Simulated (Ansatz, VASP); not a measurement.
# Cross-check of CdS (Hawleyite) between VASP and Ansatz, part 2 of 2

Aim: how closely do two programs agree when they are given the same cell, functional and k mesh? The cell is taken from a series of runs on this material, whose earlier steps may have relaxed, scaled, displaced or heated it; both programs get it as it stands.

VASP 6.6.1 and Ansatz 0.2.0.

So far: Starting point; VASP: G0W0 gap, PBE.

## (3) Ansatz: G0W0 gap, PBE

Level of this step: Ansatz beside VASP: Kohn-Sham DFT, plane waves, PBE (Ansatz).

Ansatz runs on PAW files that the input asks for by source.

The same cell, functional and mesh now go to Ansatz, which takes its cutoff from its data sets.

The input, input.yaml:

```yaml
crystal:
  lattice:
    - [0.0, 2.9165, 2.9165]
    - [2.9165, 0.0, 2.9165]
    - [2.9165, 2.9165, 0.0]
  atoms:
    - { symbol: Cd, position: [0.0, 0.0, 0.0] }
    - { symbol: S, position: [0.25, 0.25, 0.25] }
kpoints:
  mp_grid: { grid: [4, 4, 4] }
hamiltonian:
  xc: pbe
  pseudopotentials: { kind: paw, source: ansatz }
scf:
  occupations: { method: fixed }
gw:
  n_empty_bands: 148
  ecut_chi: 120
  qp_bands: [v2, c2]
  qp_kpoints: band_edges
  screening: { model: contour_deformation }
```

The run is started by

```sh
$ ansatz run input.yaml --threads 3 --pin off --max-ram 92160MiB --backend cuda --events-out ev --progress --plain --runs-dir out --devices 1 --max-vram 13GiB
```

Numbers of over 12 decimals in the logs are rounded to 6 here.

The log of the run:

```text
GPUs: using 1 of 1 available (devices: 1).
Engine: ansatz 0.2.0, x86_64-unknown-linux-gnu
Pseudopotentials: kind: paw
Pseudopotential: Cd, paw, valence charge 20, recommended cutoff 520 eV (normal), Cd.paw.azcp
Pseudopotential: S, paw, valence charge 6, recommended cutoff 510 eV (normal), S.paw.azcp
Functional definition: PBE
  parameter kappa = 0.804
  parameter beta = 0.066725
  exchange = pbe_x(kappa = kappa, mu = beta*pi^2/3)
  correlation = pbe_c(beta = beta)
device memory: the entry about to start is reckoned to put 1.1 GiB on a device that reports 61.1 GiB free (of which the cap on the GPU budget leaves the run 13.0 GiB)
GPU FFT provider: cuFFT
GPU libraries: cuBLAS 13.8.2, cuFFT 12.4.0, cuSOLVER 12.3.4
Crystal: 2 atoms, lattice volume = 49.615 Å³
Basis set: ecut = 520 eV, 1363 PW (Γ)
Bands: 17, of which v1, the nominal top of the filled ones, is band 13 counted from 1 (12 counted from 0)
Symmetry: 24 space group operations
Space group: F-43m (ITA 216), of the structure as read, at distance tolerance 3.7e-5 Å
k-points: 8 of 64 (time reversal used)
Non-local potential: Cd, projectors of the file, l = 0: 3, l = 1: 3, l = 2: 2, l = 3: 2
Non-local potential: S, projectors of the file, l = 0: 2, l = 1: 2, l = 2: 2
PAW form: soft (Blöchl's): semilocal exchange-correlation on the pseudo side does not see the compensation charge
PAW one-centre angular grid: Cd, 590 points (default); XC on 64 Gauss nodes
PAW one-centre angular grid: S, 110 points (default); XC on 64 Gauss nodes
Initial density: superposition of atomic densities (chi_scale 0.1, normalization cell, long waves kept (reshape's long-wave potential 0.00 eV rms))
Initial wavefunctions: pseudopotential atomic-orbital guess
GPU buffer pool allocated for 46656 grid points (all kernels)
GPU transforms: local potential and band sums: pruned to the plane-wave sphere, on 30×36×36
Functional: x = pbe(κ = 0.804, μ = 0.219515), c = pbe(β = 0.066725)
SCF iter   1: F=—  HF=-9159.267548 eV  |F-HF|=—  |Δ(HF+E_count)|=         —  Δρ=3.16e-2  dr2=3.91e-1  ethr=3.10e-3  ⟨swp⟩=5.0  Hψ=596  notcnv=0  defer=10
preconditioner: auto → none  [insulator: Δε(μ)=1.355 eV  Ē_g=12.606 eV  n_scr=14 (ndim 8)  ℏωp=22.4 eV  f_vac=0.067  ε∞_Penn≈4.1]
SCF iter   2: F=—  HF=-9159.178136 eV  |F-HF|=—  |Δ(HF+E_count)|=   8.94e-2  Δρ=1.38e-2  dr2=4.23e-2  ethr=1.51e-3  ⟨swp⟩=2.2  Hψ=288  notcnv=0  defer=13
SCF iter   3: F=—  HF=-9159.178822 eV  |F-HF|=—  |Δ(HF+E_count)|=   6.86e-4  Δρ=5.72e-3  dr2=7.66e-3  ethr=1.63e-4  ⟨swp⟩=2.9  Hψ=229  notcnv=0  defer=13
SCF iter   4: F=—  HF=-9159.180451 eV  |F-HF|=—  |Δ(HF+E_count)|=   1.63e-3  Δρ=1.61e-3  dr2=1.36e-3  ethr=2.95e-5  ⟨swp⟩=2.6  Hψ=230  notcnv=0  defer=13
SCF iter   5: F=—  HF=-9159.180047 eV  |F-HF|=—  |Δ(HF+E_count)|=   4.03e-4  Δρ=2.26e-4  dr2=9.87e-6  ethr=5.23e-6  ⟨swp⟩=2.4  Hψ=227  notcnv=0  defer=14
SCF iter   6: F=—  HF=-9159.180055 eV  |F-HF|=—  |Δ(HF+E_count)|=   7.87e-6  Δρ=2.79e-5  dr2=3.36e-7  ethr=3.80e-8  ⟨swp⟩=2.2  Hψ=271  notcnv=0  defer=3
SCF iter   7: F=-9159.180055 eV  HF=-9159.180055 eV  |F-HF|=1.06e-8  |Δ(HF+E_count)|=   2.06e-9  Δρ=5.99e-6  dr2=8.81e-9  ethr=3.85e-10  ⟨swp⟩=6.0  Hψ=571  notcnv=0
SCF 1 converged in 7 iterations: F = -9159.180055 eV  dr2 = 8.81e-9
  greatest PAW one-centre occupation: 0.999 electrons in one spin orbital (limit 2), on the Cd atom at site 0 (counted from 0), in its partial waves of l = 0
device memory: the entry about to start is reckoned to put 1.6 GiB on a device that reports 61.0 GiB free (of which the cap on the GPU budget leaves the run 13.0 GiB)
NSCF: frozen V_eff on 8 k-points
the band table was solved once the SCF had ended and its energy, with any forces and stress, was formed, with the checks that follow a solve (755 applications of the Hamiltonian). They found nothing against the state; the energy, forces and stress were not computed again (output.eigenvalues in the input reference)
device memory: the entry about to start is reckoned to put 4.1 GiB on a device that reports 61.0 GiB free (of which the cap on the GPU budget leaves the run 13.0 GiB)
NSCF: frozen V_eff on 8 k-points
G₀W₀ screening: q 1/8
[... further progress lines ...]
device memory: the entry about to start is reckoned to put 0.4 GiB on a device that reports 56.3 GiB free (of which the cap on the GPU budget leaves the run 13.0 GiB)
NSCF: frozen V_eff on 1 k-points
SCF converged after 7 iterations
Free energy (F): -9159.180055 eV
Harris-Foulkes:  -9159.180055 eV  (|F-HF|=1.06e-8)
Internal energy: -9159.180055 eV  (E = F + TS)
E sigma→0 (E₀):  -9159.180055 eV
Fermi energy:    6.900957 eV
--- Per-component energies (eV) ---
  E_band       = -507.286819
  E_kinetic    = 835.331234
  E_local      = -5831.959937  (includes V_loc(G=0)·N_el)
  E_nonlocal   = 1659.911616
  E_hartree    = 1865.092829
  E_xc         = -296.082612
  E_vxc        = -366.286072  (∫ρ·V_xc dr)
  E_paw        = -4686.492009  (= ΣΔE_a)
  E_vpaw       = -534.468744  (= ΣTr[D̂ρ^β])
  E_aug_tail   = 0.000123  (compensation charges beyond the density's cutoff)
  E_ewald      = -2704.981299
  E_smearing   = -0.000000  (= −TS)
  E_closure    = 0.000000  (closes the sum)
  Σ components = -9159.180055   (vs F -9159.180055, Δ=0.00e0)
--- Band table (eV; the first three rows and the last of 8) ---
  k-point 0: bands = [... 9 lower, -0.3661, 6.9010, 6.9010, 6.9010, 8.0346, 13.4163, 13.4163, 13.4163]
  k-point 1: bands = [... 9 lower, -0.3618, 4.4057, 6.5042, 6.5042, 9.6708, 13.1663, 13.9192, 13.9192]
  k-point 2: bands = [... 9 lower, 0.0161, 2.4970, 6.1490, 6.1490, 9.9022, 13.8839, 13.8839, 14.3556]
  k-point 7: bands = [... 9 lower, 0.2672, 2.9968, 4.6346, 4.7125, 12.3168, 12.3207, 14.1131, 14.9282]
--- G₀W₀: contour deformation, 7 samples at zero and on the imaginary axis and 2 off it, 64 q-points, 148 empty bands' worth ---
  eigenvalues of the whole cell's RPA ε∞ on this k-mesh (on a slab, of 1 + 4πα/V) = 10.7432, 10.7432, 10.7432; static W/v taken at q = 0 is 0.093082
  bands read: the sum over 161 bands ends inside a degenerate multiplet in 1 slot, whose members it reads at an even weight; the widest, k=1: bands 161 to 162 (counted from 1) at 1/2 each
  gw.qp_kpoints: band_edges: 6 of 8 stored k-points solved, in 1 pass; an edge of the gap read off the rows below is read off those points alone
    valence top: of the k-points left out ik 5 came nearest to being solved in a further pass, in band 13 (counted from 1, as in the quasiparticle table): it holds the edge there only if its correction is more favourable than any solved in that band by at least 0.770 eV; those differ by 0.170 eV
    conduction bottom: of the k-points left out ik 4 came nearest to being solved in a further pass, in band 14 (counted from 1, as in the quasiparticle table): it holds the edge there only if its correction is more favourable than any solved in that band by at least 2.961 eV; those differ by 0.522 eV
    ik  band        ε_KS         Σx   Σc(E_QP)       V_xc       Z   E_QP_lin       E_QP  E_QP is
     0    12      6.9010   -21.0432     2.3599   -18.1130  0.7268     6.3106     6.3306  root
     0    13      6.9010   -21.0432     2.3599   -18.1130  0.7268     6.3106     6.3306  root
     0    14      8.0346    -8.4322    -3.8587   -12.3963  0.7634     8.1405     8.1400  root
     0    15     13.4163    -6.4711    -4.5745   -11.3524  0.7484    13.7278    13.7230  root
     1    12      6.5042   -20.4326     2.4408   -17.3860  0.7246     5.8746     5.8984  root
     1    13      6.5042   -20.4326     2.4408   -17.3860  0.7246     5.8746     5.8984  root
     1    14      9.6708    -8.5959    -4.0492   -12.8492  0.7555     9.8767     9.8748  root
     1    15     13.1663    -6.9876    -4.5345   -11.7491  0.7405    13.3958    13.3933  root
     2    12      6.1490   -19.8870     2.5290   -16.7229  0.7219     5.4866     5.5139  root
     2    13      6.1490   -19.8870     2.5290   -16.7229  0.7219     5.4866     5.5139  root
     2    14      9.9022    -8.0455    -4.1640   -12.4454  0.7607    10.1408    10.1382  root
     2    15     13.8839    -6.6198    -4.5735   -11.4723  0.7422    14.1670    14.1629  root
     3    12      5.8801   -19.5452     2.5748   -16.3161  0.7204     5.1957     5.2258  root
     3    13      5.8801   -19.5452     2.5748   -16.3161  0.7204     5.1957     5.2258  root
     3    14     10.4863    -8.7554    -4.0602   -13.0103  0.7487    10.6827    10.6810  root
     3    15     11.7081    -6.9260    -4.2944   -11.4703  0.7589    11.9611    11.9580  root
     6    12      5.0217   -18.2744     2.7995   -14.7684  0.7105     4.2765     4.3153  root
     6    13      5.0217   -18.2744     2.7995   -14.7684  0.7105     4.2765     4.3153  root
     6    14     10.4450    -6.4638    -3.7555   -10.2149  0.7696    10.4405    10.4405  root
     6    15     11.2448    -8.7087    -4.2743   -13.3126  0.7535    11.5800    11.5744  root
     7    12      4.6346   -17.0508     2.7535   -13.5769  0.7078     3.8717     3.9142  root
     7    13      4.7125   -19.0474     2.9829   -15.3239  0.7090     3.9264     3.9719  root
     7    14     12.3168    -9.7652    -4.8889   -15.1719  0.7280    12.8518    12.8346  root
     7    15     12.3207    -7.3276    -4.0441   -11.4836  0.7511    12.4331    12.4325  root
```

The column dr2 measures how far the density is from self-consistency, as an energy; F and HF (Harris–Foulkes) agree once it is small.

## (4) Differences

Known differences besides the potentials themselves: fixed occupations in Ansatz, narrow Gaussian smearing in VASP; the cutoff is 520 eV in Ansatz and 380 eV in VASP; VASP leaves aspherical gradient terms in its spheres out (LASPH is not set), Ansatz keeps them; Ansatz integrates over frequency by contour deformation, VASP on a grid of NOMEGA points; Ansatz's G0W0 levels solve the quasiparticle equation, VASP's are linearised. Total energies have different zeros and are not compared.

The two programs side by side:

| quantity | Ansatz | VASP | difference |
| --- | --- | --- | --- |
| G0W0 gap on the mesh (eV) | 1.81 | 2.20 | -0.39 |
| Kohn-Sham gap under it (eV) | 1.13 | 1.13 | +0.01 |

VASP's log warns that its frequency grid doesn't suit quasiparticle energies on this mesh.

## (5) What came out

| Quantity | Value |
| --- | --- |
| difference in G0W0 gap on the mesh (G0W0 gap, PBE) | -0.39 eV |

What this shows: The difference in G0W0 gap on the mesh is -0.39 eV (G0W0 gap, PBE). Part of the difference in the G0W0 gap can come from VASP's linearised levels. Such differences can come from data sets, numerical settings and the points named under the comparisons, not from the functional's error against experiment.

[Lines on the potential files, build, host, timing and source positions are cut from VASP's logs without a mark.]

[Logs are printed without paths, hosts, clocks, repeated set-up lines and the standing remarks that a program may print on its own settings, such as how far it seeks lower states.]

[Hosts, paths, dates, database ids (printed as entryN), source tags and the programs' standing remarks are cut or masked in the printed files.]
